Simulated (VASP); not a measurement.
Method: PBEsol GGA, VASP's PBE PAW potentials (set 64) (plane waves; VASP 6.6.1).

VASP ran on this input.

### KPOINTS
```
K-points
0
G
 8 8 8
```

INCAR:
```
SYSTEM=MnGe2
PREC=Accurate; ENCUT=400; LREAL=.FALSE.
LASPH=.TRUE.
EDIFF=1E-6; NELM=100; ALGO=Normal
LMAXMIX=4
ISMEAR=1; SIGMA=0.1
GGA=PS
MAGMOM=4.0 2*0.0
ISPIN=2
IBRION=2; NSW=60; ISIF=3
EDIFFG=-0.02
LWAVE=.FALSE.; LCHARG=.FALSE.; LORBIT=10
```

POSCAR:
```
MnGe2
1.0
  0.0000000000   2.8848610190   2.8848610190
  2.8848610190   0.0000000000   2.8848610190
  2.8848610190   2.8848610190   0.0000000000
Mn Ge
1 2
direct
  0.0000000000   0.0000000000   0.0000000000
  0.2500000000   0.2500000000   0.2500000000
  0.7500000000   0.7500000000   0.7500000000
```

POTCAR, in this order: Mn_pv Ge_d (PBE.64 set). Program: vasp_std.

The run wrote:

OUTCAR:
```
 ion  position               nearest neighbor table
   1  0.000  0.000  0.000-   3 2.50   3 2.50   3 2.50   2 2.50   3 2.50   2 2.50   2 2.50   2 2.50
  LATTYP: Found a face centered cubic cell.
 ALAT       =     5.7697220380
 Subroutine PRICEL returns:
 Original cell was already a primitive cell.
 Subroutine GETGRP returns: Found 48 space group operations
The static configuration has the point symmetry O_h .
The dynamic configuration has the point symmetry O_h .
The overall configuration has the point symmetry O_h .
 Subroutine INISYM returns: Found 48 space group operations
 Subroutine IBZKPT returns following result:
 Found     29 irreducible k-points:

 Following reciprocal coordinates:
            Coordinates               Weight
  0.000000  0.000000  0.000000      1.000000
  0.125000  0.000000  0.000000      8.000000
  0.250000  0.000000  0.000000      8.000000
  0.375000  0.000000  0.000000      8.000000
  0.500000  0.000000  0.000000      4.000000
  0.125000  0.125000  0.000000      6.000000
  0.250000  0.125000  0.000000     24.000000
  0.375000  0.125000  0.000000     24.000000
  0.500000  0.125000  0.000000     24.000000
 -0.375000  0.125000  0.000000     24.000000
 -0.250000  0.125000  0.000000     24.000000
 -0.125000  0.125000  0.000000     12.000000
  0.250000  0.250000  0.000000      6.000000
  0.375000  0.250000  0.000000     24.000000
  0.500000  0.250000  0.000000     24.000000
 -0.375000  0.250000  0.000000     24.000000
 -0.250000  0.250000  0.000000     12.000000
  0.375000  0.375000  0.000000      6.000000
  0.500000  0.375000  0.000000     24.000000
 -0.375000  0.375000  0.000000     12.000000
  0.500000  0.500000  0.000000      3.000000
  0.375000  0.250000  0.125000     24.000000
  0.500000  0.250000  0.125000     48.000000
 -0.375000  0.250000  0.125000     24.000000
  0.500000  0.375000  0.125000     24.000000
 -0.375000  0.375000  0.125000     48.000000
 -0.250000  0.375000  0.125000     24.000000
 -0.375000  0.500000  0.125000     12.000000
 -0.250000  0.500000  0.250000      6.000000
   k-points           NKPTS =     29   k-points in BZ     NKDIM =     29   number of bands    NBANDS=     26
   number of dos      NEDOS =    301   number of ions     NIONS =      3
   total plane-waves  NPLWV =  21952
   dimension x,y,z NGX =    28 NGY =   28 NGZ =   28
   dimension x,y,z NGXF=    56 NGYF=   56 NGZF=   56
   ions per type =               1   2
   PREC   = accura    normal or accurate (medium, high low for compatibility)
   ISTART =      0    job   : 0-new  1-cont  2-samecut
   ICHARG =      2    charge: 1-file 2-atom 10-const
   ISPIN  =      2    spin polarized calculation?
   LNONCOLLINEAR =      F non collinear calculations
   LSORBIT =      F    spin-orbit coupling
   INIWAV =      1    electr: 0-lowe 1-rand  2-diag
   ENCUT  =  400.0 eV  29.40 Ry    5.42 a.u.   6.65  6.65  6.65*2*pi/ulx,y,z
   NELM   =    100;   NELMIN=  2; NELMDL= -5     # of ELM steps
   EDIFF  = 0.1E-05   stopping-criterion for ELM
   LREAL  =      F    real-space projection
   NLSPLINE    = F    spline interpolate recip. space projectors
   LMAXMIX     =    4 max onsite mixed and CHGCAR
   VOSKOWN=      0    Vosko Wilk Nusair interpolation
   EDIFFG = -.2E-01   stopping-criterion for IOM
   NSW    =     60    number of steps for IOM
   NBLOCK =      1;   KBLOCK =     60    inner block; outer block
   IBRION =      2    ionic relax: 0-MD 1-quasi-New 2-CG
   NFREE  =      1    steps in history (QN), initial steepest desc. (CG)
   ISIF   =      3    stress and relaxation
   ISYM   =      2    0-nonsym 1-usesym 2-fastsym
   TEIN   =    0.0    initial temperature
   TEBEG  =    0.0;   TEEND  =   0.0 temperature during run
   SMASS  =  -3.00    Nose mass-parameter (am)
...
```

### OSZICAR
```
       N       E                     dE             d eps       ncg     rms          rms(c)
DAV:   1     0.295106098828E+03    0.29511E+03   -0.19003E+04  3796   0.359E+03
DAV:   2     0.189116628875E+02   -0.27619E+03   -0.27073E+03  3016   0.595E+02
DAV:   3    -0.190668045847E+02   -0.37978E+02   -0.37467E+02  3262   0.172E+02
DAV:   4    -0.204293440137E+02   -0.13625E+01   -0.13557E+01  3548   0.360E+01
DAV:   5    -0.204573917898E+02   -0.28048E-01   -0.28036E-01  3550   0.551E+00    0.159E+01
DAV:   6    -0.239947631221E+02   -0.35374E+01   -0.58804E+01  3200   0.439E+01    0.252E+01
DAV:   7    -0.192351262906E+02    0.47596E+01   -0.36249E+01  3126   0.396E+01    0.420E+00
DAV:   8    -0.193065654771E+02   -0.71439E-01   -0.93402E-01  3252   0.615E+00    0.186E+00
DAV:   9    -0.192840179266E+02    0.22548E-01   -0.94867E-02  3216   0.212E+00    0.846E-01
DAV:  10    -0.192846189690E+02   -0.60104E-03   -0.64531E-03  3380   0.655E-01    0.277E-01
DAV:  11    -0.192847550294E+02   -0.13606E-03   -0.12138E-03  3472   0.254E-01    0.924E-02
DAV:  12    -0.192847851534E+02   -0.30124E-04   -0.26048E-04  3332   0.125E-01    0.404E-02
DAV:  13    -0.192848086737E+02   -0.23520E-04   -0.90312E-05  3304   0.581E-02    0.142E-02
DAV:  14    -0.192848100550E+02   -0.13812E-05   -0.83071E-06  2692   0.297E-02    0.853E-03
DAV:  15    -0.192848102398E+02   -0.18483E-06   -0.12822E-06  2106   0.107E-02
   1 F= -.19284810E+02 E0= -.19284241E+02  d E =-.192848E+02  mag=     2.2564
       N       E                     dE             d eps       ncg     rms          rms(c)
DAV:   1    -0.193468447223E+02   -0.62035E-01   -0.80632E-01  3460   0.129E+01    0.224E+00
DAV:   2    -0.194172498301E+02   -0.70405E-01   -0.15724E+00  3218   0.853E+00    0.357E+00
DAV:   3    -0.192894535670E+02    0.12780E+00   -0.75798E-01  3258   0.591E+00    0.501E-01
DAV:   4    -0.192855000707E+02    0.39535E-02   -0.23928E-02  3448   0.149E+00    0.277E-01
DAV:   5    -0.192854780168E+02    0.22054E-04   -0.12353E-03  3414   0.353E-01    0.103E-01
DAV:   6    -0.192853776696E+02    0.10035E-03   -0.24040E-04  3820   0.236E-01    0.586E-02
DAV:   7    -0.192853616325E+02    0.16037E-04   -0.53823E-05  4010   0.106E-01    0.145E-02
DAV:   8    -0.192853611494E+02    0.48313E-06   -0.68919E-06  3354   0.351E-02
   2 F= -.19285361E+02 E0= -.19285028E+02  d E =-.550910E-03  mag=     2.1917
```

OUTCAR:
```
------------------------ aborting loop because EDIFF is reached ----------------------------------------
  FORCE on cell =-STRESS in cart. coord.  units (eV):
  Direction    XX          YY          ZZ          XY          YZ          ZX
  --------------------------------------------------------------------------------------
  Total       -0.0319963     -0.0319963     -0.0319963     -0.0000000     -0.0000000      0.0000000
  in kB       -1.0771037     -1.0771037     -1.0771037     -0.0000000     -0.0000000      0.0000000
  external PRESSURE =      -1.0771037 kB  Pullay stress =       0.0000000 kB
  volume of cell :       47.59
      direct lattice vectors                 reciprocal lattice vectors
     0.000000000  2.876345127  2.876345127    -0.173831713  0.173831713  0.173831713
     2.876345127  0.000000000  2.876345127     0.173831713 -0.173831713  0.173831713
     2.876345127  2.876345127 -0.000000000     0.173831713  0.173831713 -0.173831713
 POSITION                                       TOTAL-FORCE (eV/Angst)
 -----------------------------------------------------------------------------------
      0.00000      0.00000      0.00000        -0.000000      0.000000      0.000000
      1.43817      1.43817      1.43817         0.000000      0.000000      0.000000
      4.31452      4.31452      4.31452        -0.000000     -0.000000     -0.000000
 -----------------------------------------------------------------------------------
    total drift:                                0.000000      0.000000      0.000000
  FREE ENERGIE OF THE ION-ELECTRON SYSTEM (eV)
  ---------------------------------------------------
  free  energy   TOTEN  =       -19.2853611494 eV

  energy  without entropy=      -19.2843630190  energy(sigma->0) =      -19.28502844

 total charge

# of ion       s       p       d       tot
------------------------------------------
    1        0.348   6.310   5.250  11.909
    2        1.138   1.185  10.064  12.387
    3        1.138   1.185  10.064  12.387
--------------------------------------------------
tot          2.624   8.680  25.379  36.683

 magnetization (x)

# of ion       s       p       d       tot
------------------------------------------
    1        0.023   0.050   2.084   2.157
    2       -0.011  -0.040   0.010  -0.040
    3       -0.011  -0.040   0.010  -0.040
--------------------------------------------------
tot          0.002  -0.029   2.105   2.077

 reached required accuracy - stopping structural energy minimisation
```
(Selected blocks of OUTCAR.)

### CONTCAR
```
MnGe2
   1.00000000000000
     0.0000000000000000    2.8763451272884049    2.8763451272884049
     2.8763451272884049    0.0000000000000000    2.8763451272884049
     2.8763451272884049    2.8763451272884049   -0.0000000000000000
  Mn              Ge
     1     2
Direct
     0.0000000000000000    0.0000000000000000    0.0000000000000000
     0.2500000000000000    0.2500000000000000    0.2500000000000000
     0.7500000000000000    0.7500000000000000    0.7500000000000000
```

The moments were started parallel, and other spin orders were not tried in this run.

The structure was generated: MnGe2 was put into the fluorite type (Fm-3m), which need not be its known phase. This run relaxes it. Symmetry was kept, so distortions that lower it aren't found. The start is the result of an earlier pass.
